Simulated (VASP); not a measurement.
The system is Sb2Se5.

```
CELL_PARAMETERS angstrom
6.85916 0.00000 0.00000
-3.42958 5.94020 0.00000
0.00000 0.00000 5.12471
ATOMIC_POSITIONS crystal
Sb 0.33333 0.66667 0.50000
Sb 0.66667 0.33333 0.50000
Se 0.50000 0.00000 0.50000
Se 0.00000 0.50000 0.50000
Se 0.50000 0.50000 0.50000
Se 0.00000 0.00000 0.80312
Se 0.00000 0.00000 0.19688
```

The cell was built by a generator and needn't be a form met in nature.

```yaml
Program: VASP 6.6.1
Task: relaxation of cell and atoms
Functional: PBE
Potentials_or_basis: VASP PAW PBE potentials, release 64 (Sb, Se)
Cutoff: 520 eV
k_mesh: 3 × 3 × 3
Occupations: gaussian, width 0.15 eV
Spin: no spin polarisation
```

At the start: pressure 63.4 GPa; volume 29.83 Å³/atom.

Where does the relaxation end?

Over 17 steps the energy falls by 3533.7 meV/atom and the volume is 48.39 Å³/atom (+62.2 %); space group P6/mmm (No. 191, to 0.05 Å).

The path:
```csv
step,energy change (eV),largest force (eV/Å),pressure (GPa),volume (Å³)
1,0.0000,7.1603,63.38,208.81
2,-15.2244,1.4793,-3.26,747.16
3,-17.2183,0.7145,-3.73,659.33
4,-19.1798,0.0502,-4.14,585.54
5,-24.3837,1.2759,-0.50,370.36
6,-24.3745,1.3318,-1.02,378.59
7,-24.3843,1.3013,-0.79,374.14
8,-24.6383,0.5863,-0.19,363.60
9,-24.6396,0.3848,-0.25,364.27
10,-24.6590,0.3147,-0.22,360.16
11,-24.7042,0.2358,0.07,347.95
12,-24.6772,0.1641,1.19,324.08
13,-24.7168,0.2989,0.29,340.99
14,-24.7168,0.2404,0.62,333.63
15,-24.7190,0.2928,0.48,337.42
16,-24.7326,0.1282,0.24,338.20
17,-24.7358,0.0580,0.12,338.72
```

Final structure:
```
Sb Se
1.0
     9.03982    0.00000    0.00000
    -4.51991    7.82871    0.00000
     0.00000    0.00000    4.78626
Sb Se
2 5
Direct
  0.33333 0.66667 0.50000
  0.66667 0.33333 0.50000
  0.50000 0.00000 0.50000
  0.00000 0.50000 0.50000
  0.50000 0.50000 0.50000
  0.00000 0.00000 0.75811
  0.00000 0.00000 0.24189
```

Caveat: the k mesh is coarse (spacing up to 0.41 Å⁻¹), so the values aren't converged; the volume moved by over 15 % at a fixed basis, so the end points are rough.
